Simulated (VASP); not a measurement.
The system is NbWS4.

```xyz
6
Lattice="-2.9288 2.9288 4.4332 2.9288 -2.9288 4.4332 2.9288 2.9288 -4.4332" Properties=species:S:1:pos:R:3 pbc="T T T"
Nb    0.0000    0.0000    0.0000
W     2.9288    0.0000    2.2166
S     2.1240    1.2891    3.2366
S     0.8048    1.6397   -1.1966
S     4.2179    0.8048    1.1966
S    -1.2891    2.1240    5.6298
```

The cell was built by a generator and needn't be a form met in nature.

```yaml
Program: VASP 6.6.1
Task: relaxation of cell and atoms
Functional: PBE
Potentials_or_basis: VASP PAW PBE potentials, release 64 (Nb_sv, W_sv, S)
Cutoff: 520 eV
k_mesh: 4 × 4 × 4
Occupations: gaussian, width 0.15 eV
Spin: no spin polarisation
```

At the start: pressure 61.1 GPa; volume 25.35 Å³/atom.

Question: How do energy, volume and symmetry change on relaxing?

Answer: Over 19 steps the energy falls by 2260.3 meV/atom and the volume is 33.50 Å³/atom (+32.1 %); space group I-4 (No. 82, to 0.05 Å).

Step by step:
| step | energy change (eV) | largest force (eV/Å) | pressure (GPa) | volume (Å³) |
| --- | --- | --- | --- | --- |
| 1 | 0.0000 | 18.1041 | 61.08 | 152.11 |
| 2 | 38.9246 | 1.1341 | -27.45 | 479.46 |
| 3 | -10.6547 | 3.8885 | -2.74 | 224.52 |
| 4 | -11.1421 | 4.1249 | -1.35 | 215.90 |
| 5 | -11.9250 | 4.5141 | 9.85 | 182.15 |
| 6 | -11.9613 | 4.5513 | 5.22 | 192.10 |
| 7 | -11.9837 | 4.5618 | 6.20 | 189.40 |
| 8 | -12.5414 | 1.5846 | -7.51 | 228.56 |
| 9 | -13.0919 | 1.6095 | -3.43 | 210.12 |
| 10 | -13.4948 | 0.1036 | 0.44 | 198.12 |
| 11 | -13.4949 | 0.1042 | 0.47 | 198.13 |
| 12 | -13.5085 | 0.0494 | 0.07 | 199.63 |
| 13 | -13.5143 | 0.2090 | -0.44 | 201.44 |
| 14 | -13.5247 | 0.2040 | -0.32 | 201.27 |
| 15 | -13.5468 | 0.2259 | 0.00 | 200.66 |
| 16 | -13.5497 | 0.3338 | 0.61 | 199.04 |
| 17 | -13.5553 | 0.2746 | 0.35 | 199.84 |
| 18 | -13.5601 | 0.0734 | -0.45 | 201.55 |
| 19 | -13.5615 | 0.0715 | -0.22 | 201.01 |

Final structure:
```
Nb W S
1.0
    -3.09020    3.09020    5.26243
     3.09020   -3.09020    5.26243
     3.09020    3.09020   -5.26243
Nb W S
1 1 4
Cartesian
  0.0000 0.0000 0.0000
  3.0902 0.0000 2.6312
  2.0205 1.4839 3.9455
  1.0697 1.6063 -1.3169
  4.5741 1.0697 1.3169
  -1.4839 2.0205 6.5794
```

Caveat: the k mesh is coarse (spacing up to 0.38 Å⁻¹), so the values aren't converged; the volume moved by over 15 % at a fixed basis, so the end points are rough.
